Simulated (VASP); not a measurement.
Here is the system:

```
PbS
1.0
    0.00000     3.06021     3.06021
    3.06021     0.00000     3.06021
    3.06021     3.06021     0.00000
Pb S
1 1
Direct
  0.00000   0.00000   0.00000
  0.50000   0.50000   0.50000
```

The numbers are results of PW91 GGA, VASP's PBE PAW potentials (set 64) (plane waves; VASP), not measurements. Run with 520 eV cut-off, 8×8×8 Γ-centred mesh, Gaussian smearing of 0.050 eV, potentials Pb_d S.

Q: Give the stress tensor in GPa (positive for a compressed cell).

A: 
```
-2.74   0.00   0.00
 0.00  -2.74   0.00
 0.00   0.00  -2.74
```
The pressure is its mean diagonal, -2.74 GPa.

The compound is PbS in the rock salt structure. This cell is one point of a volume scan, at 1.06 of the reference volume.
